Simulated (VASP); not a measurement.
These are PBE GGA, VASP's PBE PAW potentials (set 64) (plane waves; VASP) values and carry that method's errors.

A VASP calculation is set up with these files.

File POSCAR:
```
Tl
1
    3.5609920000     0.0000000000     0.0000000000
   -1.7804960000     3.0839090000     0.0000000000
    0.0000000000     0.0000000000     5.7493270000
Tl
2
Direct
  0.3333330000   0.6666670000   0.2500000000
  0.6666670000   0.3333330000   0.7500000000
```

File KPOINTS:
```
Automatic
0
gamma
  7 7 4
0 0 0
```

INCAR:
```
ALGO=Normal
EDIFF=1E-6
ENCUT=300
GGA=PE
ISIF=2
ISMEAR=0
LASPH=.TRUE.
LCHARG=.FALSE.
LMAXMIX=4
LREAL=.FALSE.
LWAVE=.FALSE.
NELM=100
PREC=Accurate
SIGMA=0.272
SYSTEM=Tl
```

POTCAR, in this order: Tl_d (PBE.64 set). Program: vasp_std.

Question: What will the output report for the number of irreducible k-points (NKPTS), largest plane-wave count, number of space-group operations, FFT grid (NGX, NGY, NGZ)?

Answer: 
- number of irreducible k-points (NKPTS): 24
- largest plane-wave count: 764
- number of space-group operations: 24
- FFT grid (NGX, NGY, NGZ): 20 × 20 × 32

The structure comes from a computed database's Tl entry; how it stands against other phases isn't given here. The cell was not relaxed at this level.
